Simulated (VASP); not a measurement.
Computed with PBE GGA, VASP's PBE PAW potentials (set 64) (plane waves; VASP).

VASP input:

### INCAR
```
SYSTEM = SnTe
PREC = Normal; ENCUT = 500; LREAL = .FALSE.
LASPH = .TRUE.
EDIFF = 1E-8; NELM = 100; ALGO = Normal
ISMEAR = 0; SIGMA = 0.01
GGA = PE
LWAVE = .TRUE.; LCHARG = .FALSE.
```

### POSCAR
```
SnTe
1.0
  0.0000000000   3.1600000000   3.1600000000
  3.1600000000   0.0000000000   3.1600000000
  3.1600000000   3.1600000000   0.0000000000
Sn Te
1 1
direct
  0.0000000000   0.0000000000   0.0000000000
  0.5000000000   0.5000000000   0.5000000000
```

### KPOINTS
```
Automatic mesh
0
Gamma
6 6 6
0 0 0
```

POTCAR, in this order: Sn_d_GW Te_GW (PBE.64 set). Program: vasp_std.

Question: What will the output report for the number of irreducible k-points (NKPTS), largest plane-wave count, number of space-group operations, FFT grid (NGX, NGY, NGZ)?

Answer: 
| Property | Value |
|---|---|
| number of irreducible k-points (NKPTS) | 16 |
| largest plane-wave count | 1639 |
| number of space-group operations | 48 |
| FFT grid (NGX, NGY, NGZ) | 24 × 24 × 24 |

The compound is SnTe in the rock salt structure, which distorts at low temperature. The cell was not relaxed at this level.
